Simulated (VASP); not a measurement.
Given:

```yaml
crystal:
  lattice:
    - [0.00000, 2.02242, 2.02242]
    - [2.02242, 0.00000, 2.02242]
    - [2.02242, 2.02242, 0.00000]
  atoms:
    - { symbol: Al, position: [0.50000, 0.50000, 0.50000] }
    - { symbol: N, position: [0.00000, 0.00000, 0.00000] }
```

These are PBEsol GGA, VASP's PBE PAW potentials (set 64) (plane waves; VASP) values and carry that method's errors. Settings: 520 eV cut-off, Gaussian smearing of 0.050 eV, potentials Al N.

Task: Give the energies of bands 2 to 6 at the high-symmetry points, in eV from the valence-band maximum.

Result: 
```
band      Γ      X      U      L      W
----  -----  -----  -----  -----  -----
2      0.00  -7.44  -6.58  -8.36  -5.75
3      0.00  -2.82  -5.50  -1.09  -5.75
4      0.00  -2.82  -2.32  -1.09  -3.94
5      5.65   4.54   5.76   6.04   8.05
6     12.02   5.14   9.16  10.89  10.60
```

The gap is indirect, 4.54 eV, from the valence maximum at Γ to the conduction minimum at X.

The structure comes from a computed database's AlN entry (Fm-3m); how it stands against other phases isn't given here. It was relaxed first.
